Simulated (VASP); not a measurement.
Here is the system:

```xyz
4
Lattice="3.5002 0.0000 0.0000 -1.7501 3.0312 0.0000 0.0000 0.0000 8.6631" Properties=species:S:1:pos:R:3 pbc="T T T"
Zr     0.0000     2.0208     0.3193
Zr     1.7501     1.0104     4.6509
Se     0.0000     2.0208     2.9293
Se     1.7501     1.0104     7.2608
```

The numbers are results of PBEsol GGA, VASP's PBE PAW potentials (set 64) (plane waves; VASP), not measurements. Run with 400 eV cut-off, Gaussian smearing of 0.050 eV, potentials Zr_sv Se.

**Question.** Give the energies of bands 11 to 21 at the high-symmetry points, in eV from the Fermi level.

**Answer.** 
```tsv
band	Γ	M	K	A	L	H
11	-6.06	-5.72	-5.03	-5.43	-5.51	-4.75
12	-4.74	-5.46	-4.66	-5.43	-5.51	-4.75
13	-2.00	-4.17	-4.66	-1.79	-4.19	-4.62
14	-2.00	-3.96	-4.43	-1.79	-4.19	-4.62
15	-1.55	-2.83	-3.64	-1.79	-2.46	-3.64
16	-1.55	-1.96	-3.64	-1.79	-2.46	-3.64
17	-1.09	-1.48	-0.18	-0.86	-1.09	-0.20
18	-0.95	-0.60	-0.17	-0.86	-1.09	-0.20
19	0.94	0.39	0.45	1.20	0.85	0.15
20	0.94	1.09	0.45	1.20	0.85	0.15
21	1.73	1.91	1.32	1.20	3.06	2.47
```

It has no gap at this level: it comes out as a metal or semimetal.

The structure was generated: ZrSe was put into the wurtzite type (P6_3mc), which need not be its known phase. It was relaxed first, which changed the volume by -42 %.
